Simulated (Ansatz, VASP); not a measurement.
**One calculation of Rb2AlH4, two programs**

```
Rb Al H
1.0
    -1.93943    1.93943    9.47786
     1.93943   -1.93943    9.47786
     1.93943    1.93943   -9.47786
Rb Al H
2 1 4
Direct
  0.36727 0.36727 0.00000
  0.63273 0.63273 0.00000
  0.00000 0.00000 0.00000
  0.00000 0.50000 0.50000
  0.08786 0.08786 0.00000
  0.50000 0.00000 0.50000
  0.91214 0.91214 0.00000
```

Change from the starting cell: relaxed end of: species swapped into the Rb2CrCl4 type (C2/m, No. 12).

Alike in both runs: task single point; functional PBE; k mesh 6 × 6 × 6; occupations gaussian, width 0.1 eV; no spin polarisation.

```csv
,VASP,Ansatz
version,VASP 6.6.1,Ansatz 0.2.0
potentials or method,"VASP PAW PBE potentials, release 64 (Rb_sv, Al, H)","scalar-relativistic, plane waves, PAW"
plane-wave cutoff (eV),520,420
valence electrons in the cell,25,25
```

Ansatz gave:

* gap on the k mesh at the Fermi level (eV): none
* pressure (GPa): 0.0
* largest component of the traceless stress (GPa): 0.05
* rms of the force components (eV/Å): 0.005

Which values does VASP return?

gap on the k mesh at the Fermi level (eV): none; pressure (GPa): 0.0; largest component of the traceless stress (GPa): 0.06; rms of the force components (eV/Å): 0.007.

Atom by atom the forces differ by 0.002 eV/Å (rms over components). A gap of «none» marks a metal or a gap that the smearing closes.

Caveats: the k mesh is coarse (spacing up to 0.38 Å⁻¹), so the values aren't converged.
